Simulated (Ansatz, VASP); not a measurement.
# TiSi in two plane-wave programs

Wanted: the spread between two codes on one cell, functional and k mesh. The cell is generated by rule, not measured, and may not be a known phase. The cell is taken from a series of runs on this material, whose earlier steps may have relaxed, scaled, displaced or heated it; both programs get it as it stands.

Calculated with Ansatz 0.2.0; plane waves, with VASP 6.6.1 beside it; single point at LDA.

## 1. Set-up

The structure is hexagonal, space group P6_3mc (No. 186). Conventional cell: a = 3.922 Å, b = 3.922 Å, c = 6.405 Å, α = 90.00°, β = 90.00°, γ = 120.00°. Ti has 4 Si at 2.40 Å nearest. Nearest to Si lie 4 Ti at 2.40 Å. Farther neighbours are not listed.

## 2. VASP: single point, LDA, pair 1

With cell and atoms fixed, the geometry can't cause a difference; cores, projectors, grids and the points listed under the comparison can.

Lines of VASP's logs that name or quote its potential files are left out, and so is its time.

The input, INCAR:

```
SYSTEM = TiSi
PREC = Accurate
ENCUT = 500
EDIFF = 1E-06
NELM = 120
ISMEAR = 0
SIGMA = 0.1
LREAL = .FALSE.
ALGO = Normal
GGA = PW92
NBANDS = 22
LASPH = .TRUE.
LORBIT = 11
LWAVE = .FALSE.
LCHARG = .FALSE.
ISIF = 2
GGA_COMPAT = .FALSE.
KPAR = 2
```

The input, POSCAR:

```
TiSi
1.0
    3.9219600000      0.0000000000      0.0000000000
   -1.9609800000      3.3965200000      0.0000000000
    0.0000000000      0.0000000000      6.4045600000
Ti Si
2 2
Direct
    0.3333343333      0.6666676667      0.0000000000
    0.6666676667      0.3333343333      0.5000000000
    0.3333343333      0.6666676667      0.3750000000
    0.6666676667      0.3333343333      0.8750000000
```

The input, KPOINTS:

```
Automatic mesh
0
Gamma
6 6 4
0 0 0
```

The projector-augmented-wave data sets are Ti_sv and Si (LDA family, release 64).

Launch:

```sh
mpirun -np 2 vasp_std
```

Numbers of over 12 decimals in the logs are rounded to 6 here.

Log:

```text
[banner, memory and clock lines left out]
running    2 mpi-ranks, on    1 nodes
 distrk:  each k-point on    1 cores,    2 groups
 distr:  one band on    1 cores,    1 groups

 POSCAR found type information on POSCAR TiSi
 POSCAR found :  2 types and       4 ions
|                                                                             |
|               ----> ADVICE to this user running VASP <----                  |
|                                                                             |
|     You enforced a specific xc type in the INCAR file but a different       |
|     [... a line on the potential file left out ...]
|     I HOPE YOU KNOW WHAT YOU ARE DOING!                                     |
|                                                                             |

 LDA part: xc-table for (Slater(with rela. corr.)+PW92), standard interpolation
 POSCAR, INCAR and KPOINTS ok, starting setup
 FFT: planning ... GRIDC
 FFT: planning ... GRID_SOFT
 FFT: planning ... GRID
 WAVECAR not read
 entering main loop
       N       E                     dE             d eps       ncg     rms          rms(c)
DAV:   1     0.319200247563E+03    0.31920E+03   -0.15500E+04   924   0.147E+03
DAV:   2     0.774407721319E+01   -0.31146E+03   -0.30264E+03   942   0.439E+02
DAV:   3    -0.279255238405E+02   -0.35670E+02   -0.34351E+02  1678   0.122E+02
DAV:   4    -0.313659882710E+02   -0.34405E+01   -0.34087E+01  1320   0.352E+01
DAV:   5    -0.315900090306E+02   -0.22402E+00   -0.22395E+00  1396   0.734E+00    0.153E+01
DAV:   6    -0.272106457326E+02    0.43794E+01   -0.52172E+01  1242   0.503E+01    0.816E+00
DAV:   7    -0.264527062347E+02    0.75794E+00   -0.11586E+01  1192   0.245E+01    0.387E+00
DAV:   8    -0.264529362504E+02   -0.23002E-03   -0.12470E+00  1292   0.709E+00    0.161E+00
DAV:   9    -0.264170505077E+02    0.35886E-01   -0.23581E-01  1202   0.406E+00    0.318E-01
DAV:  10    -0.264180980436E+02   -0.10475E-02   -0.15302E-02  1356   0.779E-01    0.164E-01
DAV:  11    -0.264179422877E+02    0.15576E-03   -0.28817E-03  1290   0.425E-01    0.707E-02
DAV:  12    -0.264179859179E+02   -0.43630E-04   -0.15165E-03  1286   0.289E-01    0.590E-02
DAV:  13    -0.264179023928E+02    0.83525E-04   -0.54136E-04  1274   0.156E-01    0.348E-03
DAV:  14    -0.264179033458E+02   -0.95297E-06   -0.11545E-05  1038   0.220E-02    0.522E-03
DAV:  15    -0.264179030379E+02    0.30795E-06   -0.88616E-07   696   0.982E-03
   1 F= -.26417903E+02 E0= -.26415648E+02  d E =-.450970E-02
```

OUTCAR, selected parts (step 2):

```text
ion  position               nearest neighbor table
   1  0.333  0.667  0.000-   4 2.40   4 2.40   4 2.40   3 2.40
   2  0.667  0.333  0.500-   3 2.40   3 2.40   3 2.40   4 2.40
   3  0.333  0.667  0.375-   2 2.40   2 2.40   2 2.40   1 2.40
   4  0.667  0.333  0.875-   1 2.40   1 2.40   1 2.40   2 2.40

  LATTYP: Found a hexagonal cell.
 ALAT       =     3.9219600000
 C/A-ratio  =     1.6329998266

 Subroutine GETGRP returns: Found 12 space group operations
 (whereof  6 operations were pure point group operations)

The static configuration has the point symmetry C_3v.
 The point group associated with its full space group is C_6v.

 Found     21 irreducible k-points:

   k-points           NKPTS =     21   k-points in BZ     NKDIM =     21   number of bands    NBANDS=     22

   dimension x,y,z NGX =    30 NGY =   30 NGZ =   48
   dimension x,y,z NGXF=    60 NGYF=   60 NGZF=   96

   ENCUT  =  500.0 eV  36.75 Ry    6.06 a.u.   7.15  7.15 11.68*2*pi/ulx,y,z

   NELECT =      32.0000    total number of electrons

 k-points in reciprocal lattice and weights: Automatic mesh
   0.00000000  0.00000000  0.00000000       0.007
   0.16666667  0.00000000  0.00000000       0.042
   0.33333333 -0.00000000  0.00000000       0.042
   0.50000000  0.00000000  0.00000000       0.021
   0.16666667  0.16666667  0.00000000       0.042
   0.33333333  0.16666667  0.00000000       0.083
   0.33333333  0.33333333  0.00000000       0.014
   0.00000000  0.00000000  0.25000000       0.014
   0.16666667  0.00000000  0.25000000       0.083
[...]
0.33333333  0.16666667  0.50000000       0.083
   0.33333333  0.33333333  0.50000000       0.014

 average (electrostatic) potential at core
       1 -75.6960       2 -75.6959       3 -84.4314       4 -84.4313

 E-fermi :   4.8660

 k-point     1 :       0.0000    0.0000    0.0000
  band No.  band energies     occupation
    ...
     12       3.8141      2.00000
     13       3.8412      2.00000
     14       3.8412      2.00000
     15       4.0605      2.00000
     16       4.0605      2.00000
     17       5.5596      0.00000
     18       5.5596      0.00000
     19       6.3221      0.00000
     20       6.3221      0.00000
     21       6.5562      0.00000
    ...

 k-point     2 :       0.1667    0.0000    0.0000
  band No.  band energies     occupation
    ...
     12       3.4550      2.00000
     13       3.7340      2.00000
     14       3.9520      2.00000
     15       3.9808      2.00000
     16       4.2237      2.00000
     17       5.2549      0.00000
     18       5.5297      0.00000
     19       6.1493      0.00000
     20       6.4020      0.00000
     21       6.7001      0.00000
    ...

 k-point     3 :       0.3333   -0.0000    0.0000
  band No.  band energies     occupation
    ...
     13       3.2889      2.00000
     14       4.0730      2.00000
     15       4.2879      2.00000
     16       4.6012      1.99982
     17       4.8925      0.70746
     18       5.8081      0.00000
     19       5.8250      0.00000
     20       6.5283      0.00000
     21       6.8053      0.00000
     22       7.3883      0.00000

  Total        2.9793241      2.9793294      0.8866922      0.0000000      0.0000000      0.0000000
  in kB       55.9502068     55.9503059     16.6516327      0.0000000      0.0000000      0.0000000
  external PRESSURE =      42.8507151 kB  Pullay stress =       0.0000000 kB

  energy-cutoff  :      500.00
  volume of cell :       85.32
      direct lattice vectors                 reciprocal lattice vectors
     3.921960000  0.000000000  0.000000000     0.254974554  0.147209497  0.000000000
    -1.960980000  3.396520000  0.000000000     0.000000000  0.294418994  0.000000000
     0.000000000  0.000000000  6.404560000     0.000000000  0.000000000  0.156138751

 POSITION                                       TOTAL-FORCE (eV/Angst)
 -----------------------------------------------------------------------------------
      0.00000      2.26435      0.00000         0.000000     -0.000000     -0.268883
      1.96098      1.13218      3.20228        -0.000000      0.000000     -0.268883
      0.00000      2.26435      2.40171         0.000000      0.000000      0.268883
      1.96098      1.13218      5.60399         0.000000     -0.000000      0.268883
 -----------------------------------------------------------------------------------
    total drift:                               -0.003991     -0.006911      0.000327

  FREE ENERGIE OF THE ION-ELECTRON SYSTEM (eV)
  ---------------------------------------------------
  free  energy   TOTEN  =       -26.4179030379 eV

  energy  without entropy=      -26.4133933413  energy(sigma->0) =      -26.41564819

 total charge
# of ion       s       p       d       tot
------------------------------------------
    1        2.216   6.107   2.013  10.336
    2        2.216   6.107   2.013  10.336
    3        0.840   1.005   0.000   1.845
    4        0.840   1.005   0.000   1.845
--------------------------------------------------
tot          6.112  14.223   4.027  24.362

[... 3 further parts left out ...]
```

The gap is under twice the smearing width, so the edge states are partly filled and the run can't tell a small gap from a semimetal.

## 3. Ansatz: single point, LDA, pair 1

Ansatz runs on its default PAW (the set named soft_2) files.

The same cell, functional (in two slightly different forms), mesh and smearing now go to Ansatz, which takes its cutoff from its data sets.

The input, input.yaml:

```yaml
crystal:
  lattice:
    - [3.92196, 0.0, 0.0]
    - [-1.96098, 3.39652, 0.0]
    - [0.0, 0.0, 6.40456]
  atoms:
    - { symbol: Ti, position: [0.333333, 0.666667, 0.0] }
    - { symbol: Ti, position: [0.666667, 0.333333, 0.5] }
    - { symbol: Si, position: [0.333333, 0.666667, 0.375] }
    - { symbol: Si, position: [0.666667, 0.333333, 0.875] }
kpoints:
  mp_grid: { grid: [6, 6, 4] }
hamiltonian:
  xc: lda
scf:
  occupations: { method: gaussian, width: 0.1 }
output:
  forces: true
  stress: true
  eigenvalues: true
```

Launch:

```sh
ansatz run input.yaml --threads 4 --pin off --max-ram 7168MiB --backend cpu --events-out ev --progress --plain --runs-dir out
```

Log:

```text
Warning: the atoms were moved onto the symmetric positions of the space group found under crystal.symmetry.tolerance 1.0e-5 (fractional; no operation is sought that the atoms, as they stand in a round, miss by more than twice it, and no atom is moved by as much as it), and the run uses the moved positions. Before a round's move an operation carried an atom to 3.92e-6 Å from where it should land, the largest such dist [...]
Engine: ansatz 0.2.0, aarch64-unknown-linux-gnu
Pseudopotentials: kind: paw
Pseudopotential: Ti, paw, valence charge 12, recommended cutoff 420 eV (normal), Ti.paw.azcp
Pseudopotential: Si, paw, valence charge 4, recommended cutoff 420 eV (normal), Si.paw.azcp
Functional definition: SPW92
  exchange = slater_x
  correlation = pw_c
Crystal: 4 atoms, lattice volume = 85.315 Å³
Basis set: ecut = 420 eV, 1713 PW (Γ)
Bands: 20, of which v1, the nominal top of the filled ones, is band 16 counted from 1 (15 counted from 0)
Symmetry: 12 space group operations
Space group: P63mc (ITA 186), of the structure as read, at distance tolerance 4.4e-5 Å
k-points: 21 of 144 (time reversal used)
Non-local potential: Ti, projectors of the file, l = 0: 3, l = 1: 2, l = 2: 3, l = 3: 1
Non-local potential: Si, projectors of the file, l = 0: 2, l = 1: 2, l = 2: 2
PAW form: soft (Blöchl's): semilocal exchange-correlation on the pseudo side does not see the compensation charge
PAW frozen core: Ti, regenerated for the run's functional, and the local potential with it (the file was generated under x = pbe(κ = 0.804, μ = 0.219515), c = pbe(β = 0.066725))
PAW frozen core: Si, regenerated for the run's functional, and the local potential with it (the file was generated under x = pbe(κ = 0.804, μ = 0.219515), c = pbe(β = 0.066725))
PAW one-centre angular grid: Ti, 590 points (default); XC on 64 Gauss nodes
PAW one-centre angular grid: Si, 110 points (default); XC on 64 Gauss nodes
Initial density: superposition of atomic densities (neutral atoms: chi_scale 0, normalization atom), corrected by the library's trained network
Initial wavefunctions: pseudopotential atomic-orbital guess
Functional: x = slater, c = lda
SCF iter   1: F=—  HF=-6115.344236 eV  |F-HF|=—  |Δ(HF+E_count)|=         —  Δρ=5.23e-3  dr2=2.06e-2  ethr=1.77e-3  ⟨swp⟩=5.4  Hψ=1993  notcnv=0
preconditioner: auto → Kerker (q_TF=auto, 2.317 Å⁻¹)  [metal: Δε(μ)=0.058 eV  Ē_g=3.743 eV  σ=0.100 eV  W_gap=0.31  n_scr=22 (ndim 8)  ℏωp=16.1 eV  f_vac=0.000  D(μ)=0.79/eV (n_scr^D=2)]
SCF iter   2: F=—  HF=-6115.339484 eV  |F-HF|=—  |Δ(HF+E_count)|=   4.75e-3  Δρ=2.86e-3  dr2=7.70e-3  ethr=6.43e-5  ⟨swp⟩=1.0  Hψ=588  notcnv=0
SCF iter   3: F=—  HF=-6115.337155 eV  |F-HF|=—  |Δ(HF+E_count)|=   2.33e-3  Δρ=8.32e-4  dr2=6.60e-4  ethr=2.41e-5  ⟨swp⟩=2.0  Hψ=552  notcnv=0
SCF iter   4: F=—  HF=-6115.337008 eV  |F-HF|=—  |Δ(HF+E_count)|=   1.47e-4  Δρ=2.57e-4  dr2=8.91e-5  ethr=2.06e-6  ⟨swp⟩=2.9  Hψ=729  notcnv=0
SCF iter   5: F=—  HF=-6115.337001 eV  |F-HF|=—  |Δ(HF+E_count)|=   7.05e-6  Δρ=9.81e-5  dr2=9.94e-6  ethr=2.78e-7  ⟨swp⟩=2.0  Hψ=538  notcnv=0
SCF iter   6: F=—  HF=-6115.337002 eV  |F-HF|=—  |Δ(HF+E_count)|=   1.69e-6  Δρ=2.05e-5  dr2=4.33e-7  ethr=3.11e-8  ⟨swp⟩=2.4  Hψ=572  notcnv=0
SCF iter   7: F=-6115.337002 eV  HF=-6115.337002 eV  |F-HF|=7.05e-9  |Δ(HF+E_count)|=   1.61e-7  Δρ=5.47e-6  dr2=2.66e-8  ethr=3.13e-10  ⟨swp⟩=4.4  Hψ=1482  notcnv=0
SCF 1 converged in 7 iterations: F = -6115.337002 eV  dr2 = 2.66e-8
  greatest PAW one-centre occupation: 0.999 electrons in one spin orbital (limit 2), on the Ti atom at site 1 (counted from 0), in its partial waves of l = 0
SCF converged after 7 iterations
Free energy (F): -6115.337002 eV
Harris-Foulkes:  -6115.337002 eV  (|F-HF|=7.05e-9)
Internal energy: -6115.332545 eV  (E = F + TS)
E sigma→0 (E₀):  -6115.334774 eV
Entropy (-TS):   -0.004458 eV (-1.114 meV/atom)
Fermi energy:    7.008924 eV
--- Per-component energies (eV) ---
  E_band       = -434.278127
  E_kinetic    = 626.518838
  E_local      = -2443.967602  (includes V_loc(G=0)·N_el)
  E_nonlocal   = 84.476085
  E_hartree    = 992.607815
  E_xc         = -301.813915
  E_vxc        = -335.759072  (∫ρ·V_xc dr)
  E_paw        = -2971.614991  (= ΣΔE_a)
  E_vpaw       = -350.757185  (= ΣTr[D̂ρ^β])
  E_aug_tail   = 0.000213  (compensation charges beyond the density's cutoff)
  E_ewald      = -2102.359550
  E_core_change = 0.820562  (= ΣΔE_core)
  E_smearing   = -0.004458  (= −TS)
  E_closure    = -0.000000  (closes the sum)
  Σ components = -6115.337002   (vs F -6115.337002, Δ=0.00e0)
--- Forces (eV/Å), atoms counted from 1 ---
  atom   1  Ti     0.00000000     0.00000000    -0.26939498
  atom   2  Ti     0.00000000    -0.00000000    -0.26939498
  atom   3  Si     0.00000000    -0.00000000     0.26940360
  atom   4  Si     0.00000000     0.00000000     0.26940360
  max |Σ_I F_I| component: 1.73e-5 eV/Å
--- Stress (GPa, compression-positive) ---
        5.524609       0.000000       0.000000
        0.000000       5.524609      -0.000000
        0.000000      -0.000000       1.580818
  P = ⅓ Tr σ = 4.2100 GPa (42.100 kbar)
--- Band table (eV; the first three rows and the last of 21) ---
  k-point 0: bands = [... 12 lower, 5.9835, 5.9835, 6.2030, 6.2030, 7.7058, 7.7058, 8.4694, 8.4694]
  k-point 1: bands = [... 12 lower, 5.9863, 5.9863, 6.1409, 6.1409, 7.8599, 7.8599, 8.4149, 8.4149]
  k-point 2: bands = [... 12 lower, 6.0355, 6.0355, 6.0355, 6.0355, 8.1835, 8.1835, 8.1835, 8.1835]
  k-point 20: bands = [... 12 lower, 5.1114, 5.1114, 6.9346, 6.9346, 7.6073, 7.6073, 8.6447, 8.6447]
```

The run ends at a pressure of 4.21 GPa, with forces up to 0.27 eV/Å.

## 4. Side by side

Known differences besides the potentials themselves: the cutoff is 420 eV in Ansatz and 500 eV in VASP; VASP's log shows a relativistic correction to its local exchange, Ansatz's none. Total energies have different zeros and are not compared.

The two programs side by side:

| quantity | Ansatz | VASP | difference |
| --- | --- | --- | --- |
| pressure (GPa) | 4.21 | 4.29 | -0.08 |

Forces (eV/Å; atoms numbered as in POSCAR):

| atom | Ansatz x, y, z | VASP x, y, z |
| --- | --- | --- |
| Ti1 | 0.000, 0.000, -0.269 | 0.000, 0.000, -0.269 |
| Ti2 | 0.000, 0.000, -0.269 | 0.000, 0.000, -0.269 |
| Si3 | 0.000, 0.000, 0.269 | 0.000, 0.000, 0.269 |
| Si4 | 0.000, 0.000, 0.269 | 0.000, 0.000, 0.269 |

The forces differ by 0.3 meV/Å r.m.s., which is 0.2 % of the r.m.s. force of 0.155 eV/Å (both taken over all components).

## 5. VASP: single point, LDA, pair 2

A single point gives forces, pressure and levels at one fixed geometry, so differences don't come from the geometry; what else differs is listed under the comparison. This pair takes another cell of the material, with 8 atoms against 4 for the pair before.

INCAR, as its differences from that of step 2:

```diff
@@ -5,4 +5,4 @@
 NELM = 120
-ISMEAR = 0
-SIGMA = 0.1
+ISMEAR = 1
+SIGMA = 0.15
 LREAL = .FALSE.
@@ -10,3 +10,3 @@
 GGA = PW92
-NBANDS = 22
+NBANDS = 40
 LASPH = .TRUE.
```

The input, POSCAR:

```
TiSi
1.0
   -4.3043016265      0.0000000000      0.0000000000
    0.0000000000      0.0000000000     -4.8619537280
    0.0000000000     -7.4552691082      0.0000000000
Ti Si
4 4
Direct
    0.4516881388      0.0625000000      0.1666666667
    0.0483118612      0.0625000000      0.6666666667
    0.9516881388      0.5625000000      0.3333333333
    0.5483118612      0.5625000000      0.8333333333
    0.4488883403      0.5625000000      0.1666666667
    0.0511116597      0.5625000000      0.6666666667
    0.9488883403      0.0625000000      0.3333333333
    0.5511116597      0.0625000000      0.8333333333
```

The input, KPOINTS:

```
Automatic mesh
0
Gamma
8 6 4
0 0 0
```

Launch:

```sh
mpirun -np 2 vasp_std
```

Log:

```text
[banner, memory and clock lines left out]
running    2 mpi-ranks, on    1 nodes
[...]
[... a notice as in an earlier step ...]

 LDA part: xc-table for (Slater(with rela. corr.)+PW92), standard interpolation
 POSCAR, INCAR and KPOINTS ok, starting setup
[...]
entering main loop
       N       E                     dE             d eps       ncg     rms          rms(c)
DAV:   1     0.734492729977E+03    0.73449E+03   -0.30449E+04  4872   0.166E+03
DAV:   2     0.337525323169E+02   -0.70074E+03   -0.68341E+03  4832   0.514E+02
DAV:   3    -0.562917484578E+02   -0.90044E+02   -0.86603E+02  7784   0.156E+02
DAV:   4    -0.673394343731E+02   -0.11048E+02   -0.10979E+02  7128   0.473E+01
[...]
DAV:  12    -0.584767376709E+02   -0.13033E-04   -0.24079E-04  6192   0.989E-02    0.150E-02
DAV:  13    -0.584767372554E+02    0.41551E-06   -0.15492E-05  6224   0.240E-02    0.646E-03
DAV:  14    -0.584767373740E+02   -0.11855E-06   -0.16717E-06  4296   0.859E-03
   1 F= -.58476737E+02 E0= -.58476215E+02  d E =-.156717E-02
```

Parts of OUTCAR (step 5):

```text
  Total       -0.5596760     -1.8047433      0.1231953      0.0000000      0.0000000      0.0000000
  in kB       -5.7473866    -18.5331468      1.2651091      0.0000000      0.0000000      0.0000000
  external PRESSURE =      -7.6718081 kB  Pullay stress =       0.0000000 kB

 POSITION                                       TOTAL-FORCE (eV/Angst)
 -----------------------------------------------------------------------------------
     -1.94420     -1.24254     -0.30387        -0.024249      0.204540      0.000000
     -0.20795     -4.97018     -0.30387         0.024249      0.204540      0.000000
     -4.09635     -2.48509     -2.73485        -0.024249     -0.204540     -0.000000
     -2.36010     -6.21272     -2.73485         0.024249     -0.204540      0.000000
     -1.93215     -1.24254     -2.73485        -0.005392      0.189218     -0.000000
     -0.22000     -4.97018     -2.73485         0.005392      0.189218     -0.000000
     -4.08430     -2.48509     -0.30387        -0.005392     -0.189218      0.000000
     -2.37215     -6.21272     -0.30387         0.005392     -0.189218      0.000000
 -----------------------------------------------------------------------------------
    total drift:                               -0.000000     -0.000000      0.000000

  FREE ENERGIE OF THE ION-ELECTRON SYSTEM (eV)
  ---------------------------------------------------
  free  energy   TOTEN  =       -58.4767373740 eV

  energy  without entropy=      -58.4751702025  energy(sigma->0) =      -58.47621498

[... 3 further parts left out ...]
[key lines of the parts left out:]
E-fermi :   5.7433
```

The run ends at a pressure of -0.77 GPa, with forces up to 0.21 eV/Å.

(Part 1 of 2 ends here.)

[Lines on the potential files, build, host, timing and source positions are cut from VASP's logs without a mark.]

[Logs are printed without paths, hosts, clocks, repeated set-up lines and the standing remarks that a program may print on its own settings, such as how far it seeks lower states.]

[Hosts, paths, dates, database ids (printed as entryN), source tags and the programs' standing remarks are cut or masked in the printed files.]
